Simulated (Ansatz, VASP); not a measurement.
**C in two plane-wave programs**

Wanted: the spread between two codes on one cell, functional and k mesh. The cell is taken from a series of runs on this material, whose earlier steps may have relaxed, scaled, displaced or heated it; both programs get it as it stands.

Calculated with Ansatz 0.2.0; plane waves, with VASP 6.6.1 beside it; single point at HSE06.

**1. The starting structure**

Symmetry: Fd-3m, No. 227, cubic system. The conventional cell has a = 3.554 Å, b = 3.554 Å, c = 3.554 Å, α = 90.00°, β = 90.00°, γ = 90.00°. C has 4 C at 1.54 Å nearest.

**2. VASP: single point, HSE06**

A single point gives forces, pressure and levels at one fixed geometry, so differences don't come from the geometry; what else differs is listed under the comparison.

Lines of VASP's logs that name or quote its potential files are left out, and so is its time.

The run reads the wave functions of an earlier VASP run, which isn't shown here.

INCAR reads:

```
SYSTEM = C
PREC = Accurate
ENCUT = 520
EDIFF = 1E-06
NELM = 100
ISMEAR = -1
SIGMA = 0.02
LREAL = .FALSE.
ALGO = Normal
LHFCALC = .TRUE.
AEXX = 0.25
GGA = PE
HFSCREEN = 0.208
LASPH = .TRUE.
NBANDS = 14
PRECFOCK = Fast
LORBIT = 11
LWAVE = .FALSE.
LCHARG = .FALSE.
KPAR = 8
ISIF = 2
```

POSCAR reads:

```
C
1.0
    2.5128660000      0.0000000000      0.0000000000
    0.0000000000      2.5128660000      0.0000000000
    0.0000000000      0.0000000000      3.5537290000
C
4
Direct
    0.0000000000      0.0000000000      0.5000000000
    0.5000000000      0.0000000000      0.7500000000
    0.5000000000      0.5000000000      0.0000000000
    0.0000000000      0.5000000000      0.2500000000
```

KPOINTS reads:

```
Automatic mesh
0
Gamma
7 7 5
0 0 0
```

The projector-augmented-wave data sets are C (PBE family, release 64).

The run is started by

```
$ mpirun -np 8 vasp_std
```

Numbers of over 12 decimals in the logs are rounded to 6 here.

The log of the run:

```text
[banner, memory and clock lines left out]
running    8 mpi-ranks, on    1 nodes
 distrk:  each k-point on    1 cores,    8 groups
 distr:  one band on    1 cores,    1 groups

 POSCAR found type information on POSCAR C
 POSCAR found :  1 types and       4 ions
|                                                                             |
|           W    W    AA    RRRRR   N    N  II  N    N   GGGG   !!!           |
|           W    W   A  A   R    R  NN   N  II  NN   N  G    G  !!!           |
|           W    W  A    A  R    R  N N  N  II  N N  N  G       !!!           |
|           W WW W  AAAAAA  RRRRR   N  N N  II  N  N N  G  GGG   !            |
|           WW  WW  A    A  R   R   N   NN  II  N   NN  G    G                |
|           W    W  A    A  R    R  N    N  II  N    N   GGGG   !!!           |
|                                                                             |
|     For optimal performance we recommend to set                             |
|       NCORE = 2 up to number-of-cores-per-socket                            |
|     NCORE specifies how many cores store one orbital (NPAR=cpu/NCORE).      |
|     This setting can greatly improve the performance of VASP for DFT.       |
|     The default, NCORE=1 might be grossly inefficient on modern             |
|     multi-core architectures or massively parallel machines. Do your        |
|     Unfortunately you need to use the default for GW and RPA                |
|     calculations (for HF NCORE is supported but not extensively tested      |
|     yet).                                                                   |
|                                                                             |

 LDA part: xc-table for (Slater+PW92), standard interpolation
 found WAVECAR, reading the header
 POSCAR, INCAR and KPOINTS ok, starting setup
 FFT: planning ... GRIDC
 FFT: planning ... GRID_SOFT
 FFT: planning ... GRID
 reading WAVECAR
 the WAVECAR file was read successfully
 initial charge from wavefunction
 entering main loop
       N       E                     dE             d eps       ncg     rms          rms(c)
DAV:   1    -0.421030652934E+02   -0.42103E+02   -0.50164E-01   942   0.592E+00    0.101E+00
DAV:   2    -0.421045728664E+02   -0.15076E-02   -0.71804E-03  1008   0.688E-01    0.634E-01
DAV:   3    -0.421034055029E+02    0.11674E-02   -0.60549E-04  1038   0.211E-01    0.346E-01
DAV:   4    -0.421030777404E+02    0.32776E-03   -0.23651E-04  1008   0.131E-01    0.184E-01
DAV:   5    -0.421029900895E+02    0.87651E-04   -0.61511E-05  1074   0.680E-02    0.985E-02
DAV:   6    -0.421029656612E+02    0.24428E-04   -0.14928E-05  1068   0.342E-02    0.530E-02
DAV:   7    -0.421029586551E+02    0.70061E-05   -0.36199E-06  1068   0.172E-02    0.287E-02
DAV:   8    -0.421029565185E+02    0.21365E-05   -0.92185E-07   714   0.911E-03    0.158E-02
DAV:   9    -0.421029559263E+02    0.59222E-06   -0.31659E-07   618   0.585E-03
   1 F= -.42102956E+02 E0= -.42102956E+02  d E =-.596515E-12
```

OUTCAR, selected parts (step 2):

```text
ion  position               nearest neighbor table
   1  0.000  0.000  0.500-   2 1.54   4 1.54   4 1.54   2 1.54
   2  0.500  0.000  0.750-   1 1.54   3 1.54   3 1.54   1 1.54
   3  0.500  0.500  0.000-   2 1.54   4 1.54   2 1.54   4 1.54
   4  0.000  0.500  0.250-   1 1.54   3 1.54   1 1.54   3 1.54

  LATTYP: Found a simple tetragonal cell.
 ALAT       =     2.5128660000
 C/A-ratio  =     1.4142134917

 Subroutine GETGRP returns: Found 16 space group operations
 (whereof  8 operations were pure point group operations)

The static configuration has the point symmetry D_2d.
 The point group associated with its full space group is D_4h.

 Found     30 irreducible k-points:

   k-points           NKPTS =     30   k-points in BZ     NKDIM =    245   number of bands    NBANDS=     14

   dimension x,y,z NGX =    20 NGY =   20 NGZ =   28
   dimension x,y,z NGXF=    40 NGYF=   40 NGZF=   56

   ENCUT  =  520.0 eV  38.22 Ry    6.18 a.u.   4.67  4.67  6.61*2*pi/ulx,y,z

   NELECT =      16.0000    total number of electrons

 k-points in reciprocal lattice and weights: Automatic mesh
   0.00000000  0.00000000  0.00000000       0.004
   0.14285714  0.00000000  0.00000000       0.016
   0.28571429  0.00000000  0.00000000       0.016
   0.42857143  0.00000000  0.00000000       0.016
   0.14285714  0.14285714  0.00000000       0.016
   0.28571429  0.14285714  0.00000000       0.033
   0.42857143  0.14285714  0.00000000       0.033
   0.28571429  0.28571429  0.00000000       0.016
   0.42857143  0.28571429  0.00000000       0.033
[...]
0.42857143  0.28571429  0.40000000       0.065
   0.42857143  0.42857143  0.40000000       0.033

  exchange ACFDT corr.  =         0.00000000  see jH, gK, PRB 81, 115126

 average (electrostatic) potential at core
       1 -41.4876       2 -41.4876       3 -41.4876       4 -41.4876

 E-fermi :   9.7450

 k-point     1 :       0.0000    0.0000    0.0000
  band No.  band energies     occupation
    ...
      4       2.3282      2.00000
      5       2.3282      2.00000
      6       9.2699      2.00000
      7       9.2699      2.00000
      8       9.2711      2.00000
      9      15.2033      0.00000
     10      15.2033      0.00000
     11      16.2737      0.00000
     12      16.2737      0.00000
     13      16.2751      0.00000
    ...

 k-point     2 :       0.1429    0.0000    0.0000
  band No.  band energies     occupation
    ...
      4       0.6296      2.00000
      5       2.6715      2.00000
      6       7.3464      2.00000
      7       7.8294      2.00000
      8       9.0082      2.00000
      9      15.5311      0.00000
     10      16.7006      0.00000
     11      17.3334      0.00000
     12      17.7350      0.00000
     13      17.8180      0.00000
    ...

 k-point     3 :       0.2857    0.0000    0.0000
  band No.  band energies     occupation
    ...
      4      -1.1271      2.00000
      5       3.6552      2.00000
      6       4.0461      2.00000
      7       4.9992      2.00000
      8       8.1658      2.00000
      9      16.4860      0.00000
     10      17.9518      0.00000
     11      19.3702      0.00000
     12      19.4527      0.00000
     13      23.1302      0.00000
    ...

  Total       -0.3235442     -0.3235442     -0.3341945      0.0000000     -0.0000000      0.0000000
  in kB      -23.1004913    -23.1004913    -23.8609076      0.0000000     -0.0000000      0.0000000
  external PRESSURE =     -23.3539634 kB  Pullay stress =       0.0000000 kB

  energy-cutoff  :      520.00
  volume of cell :       22.44
      direct lattice vectors                 reciprocal lattice vectors
     2.512866000  0.000000000  0.000000000     0.397951980  0.000000000  0.000000000
     0.000000000  2.512866000  0.000000000     0.000000000  0.397951980  0.000000000
     0.000000000  0.000000000  3.553729000     0.000000000  0.000000000  0.281394558

 POSITION                                       TOTAL-FORCE (eV/Angst)
 -----------------------------------------------------------------------------------
      0.00000      0.00000      1.77686         0.000000      0.000000      0.000000
      1.25643      0.00000      2.66530         0.000000     -0.000000      0.000000
      1.25643      1.25643      0.00000        -0.000000      0.000000      0.000000
      0.00000      1.25643      0.88843        -0.000000      0.000000      0.000000
 -----------------------------------------------------------------------------------
    total drift:                               -0.000000      0.000000      0.000000

  FREE ENERGIE OF THE ION-ELECTRON SYSTEM (eV)
  ---------------------------------------------------
  free  energy   TOTEN  =       -42.1029559263 eV

  energy  without entropy=      -42.1029559263  energy(sigma->0) =      -42.10295593

 total charge
# of ion       s       p       d       tot
------------------------------------------
    1        0.836   1.753   0.000   2.589
    2        0.836   1.753   0.000   2.589
    3        0.836   1.753   0.000   2.589
    4        0.836   1.753   0.000   2.589
--------------------------------------------------
tot          3.343   7.014   0.000  10.357

[... 3 further parts left out ...]
```

The run ends at a pressure of -2.34 GPa.

**3. Ansatz: single point, HSE06**

Ansatz runs on its PAW soft_1 files.

The same cell, functional, mesh and smearing now go to Ansatz.

input.yaml reads:

```yaml
crystal:
  lattice:
    - [2.512866, 0.0, 0.0]
    - [0.0, 2.512866, 0.0]
    - [0.0, 0.0, 3.553729]
  atoms:
    - { symbol: C, position: [1.0, 0.0, 0.5] }
    - { symbol: C, position: [0.5, 0.0, 0.75] }
    - { symbol: C, position: [0.5, 0.5, 1.0] }
    - { symbol: C, position: [1.0, 0.5, 0.25] }
kpoints:
  mp_grid: { grid: [7, 7, 5] }
scf:
  occupations: { method: fermi_dirac, width: 0.02 }
hamiltonian:
  xc: hse06
  pseudopotentials: { kind: paw, azcp: { folder: soft_1 } }
basis:
  ecutwfc: 600
output:
  forces: true
  stress: true
```

The run is started by

```
$ ansatz run input.yaml --threads 8 --pin off --max-ram 18432MiB --backend cpu --events-out ev --progress --plain --runs-dir out
```

The log of the run:

```text
Warning: output.stress: scf.convergence.dr2_threshold = 1e-7 eV (the SCF's general default) is looser than the 4e-10 eV advised for a printed stress (1e-10 eV for each atom of the cell: 4). What an SCF threshold leaves in a stress goes as its square root, and in the free energy as the threshold itself, and one threshold admits the most on a small cell: [figures from the program's tests cut] Set scf.convergence.dr2_threshold to 4e-10 eV or tighter. The threshold is an SCF's pass mark: one that does not reach it within its budget of iterations ends unconverged, or closes short of it on a stop that the run arms, and scf.convergence.dr2_threshold's page says what that costs each kind of run
Warning: output.stress: scf.exx.energy_threshold = 1e-6 eV is looser than the 4e-8 eV advised for a stress under a hybrid functional (1e-8 eV for each atom of the cell: 4). Every SCF of the exchange loop can meet its threshold on dr2 while the loop round them stops early: no threshold on dr2 bounds what that leaves in the stress. Set scf.exx.energy_threshold to 4e-8 eV or tighter. The threshold is the loop's pass mark: a loop that does not reach it within its budget of cycles ends unconverged, and scf.exx.energy_threshold's page has the law
Engine: ansatz 0.2.0, aarch64-unknown-linux-gnu
Pseudopotentials: kind: paw
Pseudopotential: C, paw, valence charge 4, recommended cutoff 420 eV (normal), soft_1/C.paw.azcp
Functional definition: HSE06
  parameter a = 0.25
  parameter omega = 0.11/bohr
  exchange = pbe_x - a*pbe_x_sr(omega) + a*exact_x_sr(omega)
  correlation = pbe_c
Crystal: 4 atoms, lattice volume = 22.440 Å³
Basis set: ecut = 600 eV, 727 PW (Γ), exchange–correlation on 48×48×60 points (8 copies of the dense FFT grid, shifted against one another)
Bands: 12, of which v1, the nominal top of the filled ones, is band 8 counted from 1 (7 counted from 0)
Symmetry: 32 space group operations
Space group: Fd-3m (ITA 227), of the structure as read, at distance tolerance 2.8e-5 Å
k-points: 30 of 245
Non-local potential: C, projectors of the file, l = 0: 2, l = 1: 2, l = 2: 1
PAW form: soft (Blöchl's): semilocal exchange-correlation on the pseudo side does not see the compensation charge
PAW frozen core: C, regenerated for the run's functional, and the local potential with it (the file was generated under x = pbe(κ = 0.804, μ = 0.219515), c = pbe(β = 0.066725))
PAW one-centre angular grid: C, 110 points (default); XC on 64 Gauss nodes
Initial density: superposition of atomic densities (chi_scale 0.1, normalization cell)
Initial wavefunctions: pseudopotential atomic-orbital guess
Functional: x = pbe(κ = 0.804, μ = 0.219515), c = pbe(β = 0.066725), warm-up for x = pbe(κ = 0.804, μ = 0.219515) + 0.25 (exact − pbe) at short range (hse, ω = 0.207870 Å⁻¹), c = pbe(β = 0.066725); HSE06 as pw.x's `hse` composes it (authors' and Libxc's form: `xc: wpbeh`)
SCF iter   1: F=—  HF=-1004.366649 eV  |F-HF|=—  |Δ(HF+E_count)|=         —  Δρ=1.41e-1  dr2=3.17e0  ethr=1.00e-1  ⟨swp⟩=4.0  Hψ=1263  notcnv=0
preconditioner: auto → none  [insulator: Δε(μ)=4.887 eV  Ē_g=17.416 eV  σ=0.020 eV  W_gap=1.00  n_scr=6 (ndim 8)  ℏωp=31.4 eV  f_vac=0.000  D(μ)=0.00/eV (n_scr^D=0)]
SCF iter   2: F=—  HF=-1003.333425 eV  |F-HF|=—  |Δ(HF+E_count)|=    1.03e0  Δρ=5.73e-2  dr2=4.52e-1  ethr=1.98e-2  ⟨swp⟩=2.3  Hψ=730  notcnv=0  defer=1
iter 3 solved again at ethr=1.50e-5 eV; its pass at ethr=2.83e-3 eV (dr2=2.39e-3 eV) is discarded
SCF iter   3: F=—  HF=-1003.227816 eV  |F-HF|=—  |Δ(HF+E_count)|=   1.06e-1  Δρ=5.43e-3  dr2=2.13e-3  ethr=1.50e-5  ⟨swp⟩=5.3  Hψ=1993  notcnv=0  defer=4
eigensolver tolerance schedule: the retry pair's looser diagonalisation over-reported the residual by 0.12 of it (diagonalisation noise at 0.12 of the residual, at the tolerance the schedule requests for it); recorded, not acted on — ethr = c·dr2/N_el stays at c = 1.0e-1
SCF iter   4: F=-1003.229334 eV  HF=-1003.229325 eV  |F-HF|=8.37e-6  |Δ(HF+E_count)|=   1.51e-3  Δρ=3.09e-4  dr2=7.91e-6  ethr=1.33e-5  ⟨swp⟩=2.6  Hψ=742  notcnv=0  defer=2
SCF 1 stopped early in 4 iterations: F = -1003.229334 eV  dr2 = 7.91e-6
  greatest PAW one-centre occupation: 0.648 electrons in one spin orbital (limit 2), on the C atom at site 3 (counted from 0), in its partial waves of l = 0
Initial density: handed on by an earlier stage of this run
Initial wavefunctions: those handed on with the density
Functional: x = pbe(κ = 0.804, μ = 0.219515) + 0.25 (exact − pbe) at short range (hse, ω = 0.207870 Å⁻¹), c = pbe(β = 0.066725); HSE06 as pw.x's `hse` composes it (authors' and Libxc's form: `xc: wpbeh`)
Exchange kernel: α = 0.2500, screened, ω = 0.2079 Å⁻¹, Wigner–Seitz truncation, v(0) = 1041.4798 eV·Å³, q-mesh 7×7×5, nearest image of the exchange supercell L = 17.59 Å, pair-density grid 18×18×24, without the augmentation charges, whose exchange is taken in its separable form by FFT convolution over the k-point mesh (sized by the pseudopotential files, 24×24×30 at the most), smooth part of the exact exchange by density-matrix convolution
Frozen-core exchange: fock
SCF iter   1: F=—  HF=-1003.540453 eV  |F-HF|=—  |Δ(HF+E_count)|=         —  Δρ=1.01e-2  dr2=9.56e-3  ethr=4.94e-7  ⟨swp⟩=8.0  Hψ=2050  notcnv=0
preconditioner: auto → none  [insulator: Δε(μ)=5.284 eV  Ē_g=19.612 eV  σ=0.020 eV  W_gap=1.00  n_scr=6 (ndim 8)  ℏωp=31.4 eV  f_vac=0.000  D(μ)=0.00/eV (n_scr^D=0)]
SCF iter   2: F=—  HF=-1003.535719 eV  |F-HF|=—  |Δ(HF+E_count)|=   4.73e-3  Δρ=1.42e-3  dr2=2.97e-4  ethr=4.94e-7  ⟨swp⟩=4.0  Hψ=1316  notcnv=0
SCF iter   3: F=—  HF=-1003.539803 eV  |F-HF|=—  |Δ(HF+E_count)|=   4.08e-3  Δρ=6.51e-4  dr2=2.69e-5  ethr=4.94e-7  ⟨swp⟩=4.4  Hψ=1261  notcnv=0
SCF iter   4: F=-1003.539794 eV  HF=-1003.539794 eV  |F-HF|=2.53e-7  |Δ(HF+E_count)|=   9.49e-6  Δρ=2.26e-5  dr2=1.40e-6  ethr=1.60e-7  ⟨swp⟩=2.0  Hψ=608  notcnv=0
SCF 2 stopped early in 4 iterations: F = -1003.539794 eV  dr2 = 1.40e-6
  greatest PAW one-centre occupation: 0.651 electrons in one spin orbital (limit 2), on the C atom at site 3 (counted from 0), in its partial waves of l = 0
hybrid outer 1: dexx = +4.283e-3 eV, tail = 1.22e-5 eV
Exchange kernel: α = 0.2500, screened, ω = 0.2079 Å⁻¹, Wigner–Seitz truncation, v(0) = 1041.4798 eV·Å³, q-mesh 7×7×5, nearest image of the exchange supercell L = 17.59 Å, pair-density grid 18×18×24, without the augmentation charges, whose exchange is taken in its separable form by FFT convolution over the k-point mesh (sized by the pseudopotential files, 24×24×30 at the most), smooth part of the exact exchange by density-matrix convolution
Frozen-core exchange: fock
SCF iter   1: F=—  HF=-1003.539758 eV  |F-HF|=—  |Δ(HF+E_count)|=         —  Δρ=5.03e-5  dr2=1.80e-7  ethr=3.80e-7  ⟨swp⟩=4.4  Hψ=967  notcnv=0
preconditioner: auto → none  [insulator: Δε(μ)=5.348 eV  Ē_g=19.627 eV  σ=0.020 eV  W_gap=1.00  n_scr=6 (ndim 8)  ℏωp=31.4 eV  f_vac=0.000  D(μ)=0.00/eV (n_scr^D=0)]
SCF iter   2: F=—  HF=-1003.539758 eV  |F-HF|=—  |Δ(HF+E_count)|=   7.28e-8  Δρ=1.06e-5  dr2=1.72e-8  ethr=9.50e-10  ⟨swp⟩=3.7  Hψ=848  notcnv=0
SCF iter   3: F=-1003.539758 eV  HF=-1003.539758 eV  |F-HF|=4.45e-10  |Δ(HF+E_count)|=   2.12e-7  Δρ=4.57e-6  dr2=1.81e-9  ethr=2.84e-11  ⟨swp⟩=4.6  Hψ=1227  notcnv=0  defer=2
SCF 3 converged in 3 iterations: F = -1003.539758 eV  dr2 = 1.81e-9
  Residual-converged pass: ⟨swp⟩=2.1  Hψ=600  notcnv=0  max |occ|·‖R‖ = 2.3e-6 eV (tolerance 2.4e-6 eV)  dr2=1.81e-9  dr2_onsite=2.81e-11  max |Δocc| = 0.0e0
hybrid outer 2: dexx = +2.851e-7 eV, tail = 5.37e-9 eV, Δε = 9.14e-4 eV (about 2.27e-5 eV left of the loop's levels)
hybrid SCF converged: 2 outer / 7 inner (+4 warm-up), last move |dexx| = 2.85e-7 eV, tail = 5.37e-9 eV
Stability not checked: this state was not tested for a lower state beside it, because the functional holds exact exchange (a hybrid, or Hartree-Fock), whose exchange loop this test does not read (fock_operator; see scf.lower_state_search)
Free energy (F): -1003.539758 eV
Frozen-core exchange: fock
Harris-Foulkes:  -1003.539758 eV  (|F-HF|=4.45e-10)
Internal energy: -1003.539758 eV  (E = F + TS)
E sigma→0 (E₀):  -1003.539758 eV
Fermi energy:    15.601430 eV
--- Per-component energies (eV) ---
  E_band       = 48.108756
  E_kinetic    = 360.426596
  E_local      = -216.153405  (includes V_loc(G=0)·N_el)
  E_nonlocal   = 89.822989
  E_hartree    = 52.043043
  E_xc         = -155.047183
  E_vxc        = -189.558724  (∫ρ·V_xc dr)
  E_exx        = -36.718230  (= α·E_x^exact, valence–valence)
  E_paw        = -399.374079  (= ΣΔE_a)
  E_vpaw       = -27.078051  (= ΣTr[D̂ρ^β])
  E_aug_tail   = 0.000017  (compensation charges beyond the density's cutoff)
  E_ewald      = -698.470633
  E_core_change = -0.068873  (= ΣΔE_core)
  E_smearing   = -0.000000  (= −TS)
  E_closure    = 0.000000  (closes the sum)
  Σ components = -1003.539758   (vs F -1003.539758, Δ=1.14e-13)
--- Forces (eV/Å), atoms counted from 1 ---
  atom   1  C      0.00000000     0.00000000     0.00000000
  atom   2  C      0.00000000    -0.00000000    -0.00000000
  atom   3  C     -0.00000000     0.00000000     0.00000000
  atom   4  C      0.00000000     0.00000000     0.00000000
  max |Σ_I F_I| component: 9.71e-17 eV/Å
--- Stress (GPa, compression-positive) ---
       -3.256155      -0.000000       0.000000
        0.000000      -3.256155       0.000000
        0.000000       0.000000      -3.335912
  P = ⅓ Tr σ = -3.2827 GPa (-32.827 kbar)
--- Band table (eV; the first three rows and the last of 30) ---
  k-point 0: bands = ["-10.7695", "-1.2306", "-1.2306", "5.9736", "5.9736", "12.9225", "12.9225", "12.9237", "18.8690", "18.8690"]
  k-point 1: bands = ["-10.3673", "-4.5139", "2.4396", "6.3729", "6.3729", "11.6083", "11.6083", "11.9575", "18.2724", "19.6163"]
  k-point 2: bands = ["-9.1681", "-7.1979", "6.1559", "7.5466", "7.5466", "9.3974", "9.3974", "9.4879", "18.3746", "18.9373"]
  k-point 29: bands = ["-2.4115", "-1.4151", "0.1815", "1.1126", "2.8592", "3.7026", "5.1960", "5.7981", "22.0241", "23.5423"]
  guard bands above this table: 2 of the run's 12 bands. The solve was not asked for them (output.publish_guard_bands: true or output.eigenvalues: true publishes all)
```

In the SCF lines HF is the Harris–Foulkes energy and dr2 the Hartree energy of the density residual, in eV; the loop may stop once dr2 is under the threshold and the program's other checks hold. Hψ counts applications of the Hamiltonian.

The run ends at a pressure of -3.28 GPa.

**4. Differences**

Known differences besides the potentials themselves: exact exchange at q = 0 is treated differently, which shows on coarse meshes; VASP keeps PBE cores, Ansatz makes them for the functional; the cutoff is 600 eV in Ansatz and 520 eV in VASP; VASP takes a coarser grid for exact exchange (PRECFOCK = Fast). Total energies have different zeros and are not compared.

Compared:

```csv
quantity,Ansatz,VASP,difference
pressure (GPa),-3.28,-2.34,-0.95
gap on the k mesh (eV),5.349,5.336,+0.013
```

A gap on the mesh is an upper bound, since the band edges may lie between its points.

**5. What came out**

```yaml
difference_in_gap_on_the_k_mesh_single_point_hse06: 0.013 eV
difference_in_pressure_single_point_hse06: -0.95 GPa
```

**Reading.** The difference in pressure is -0.95 GPa (single point, HSE06), within the 1 GPa picked in this series as the mark of a large difference. Such differences can come from data sets, numerical settings and the points named under the comparisons, not from the functional's error against experiment.

[Lines on the potential files, build, host, timing and source positions are cut from VASP's logs without a mark.]

[Logs are printed without paths, hosts, clocks, repeated set-up lines and the standing remarks that a program may print on its own settings, such as how far it seeks lower states.]

[Hosts, paths, dates, database ids (printed as entryN), source tags and the programs' standing remarks are cut or masked in the printed files.]
